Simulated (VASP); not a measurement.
GaPt, 8 atoms in the cell. It takes space group P2_13 (No. 198, cubic). Conventional cell: a = 4.904 Å, b = 4.904 Å, c = 4.904 Å, α = 90.00°, β = 90.00°, γ = 90.00°. Ga (site symmetry 3) is surrounded by 7 Pt at 2.59 to 2.67 Å. Around Pt (site symmetry 3) lie 7 Ga at 2.59 to 2.67 Å. The cell is a database's computed one.

| Item | Value |
| --- | --- |
| Program | VASP 6.6.1 |
| Task | relaxation of cell and atoms |
| Functional | PBEsol |
| Potentials or basis | VASP PAW PBE potentials, release 64 (Ga_d, Pt) |
| Cutoff | 700 eV |
| k mesh | 8 × 8 × 8 |
| Occupations | gaussian, width 0.1 eV |
| Spin | no spin polarisation |
| Further INCAR settings | ALGO = Fast; EDIFF = 1e-07; IBRION = 2; EDIFFG = -0.002; NSW = 80; ISIF = 3 |

Potentials or basis: VASP PAW PBE potentials, release 64 (Ga_d, Pt).

Command:

```console
$ cat potpaw_PBE.64/Ga_d/POTCAR potpaw_PBE.64/Pt/POTCAR > POTCAR
$ mpirun -np 4 vasp_std > vasp.out
```

Hardware: 4 MPI ranks on Intel(R) Xeon(R) Platinum 8375C CPU @ 2.90GHz (Ice Lake), with other jobs on the host.

**Question.** How long does it take, and how much memory?

**Answer.** It took 12 min on 4 MPI ranks on Intel(R) Xeon(R) Platinum 8375C CPU @ 2.90GHz (Ice Lake), with other jobs on the host, peak memory 0.52 GiB a rank. Counts: scf iterations 35, k points 45, ion steps 6.
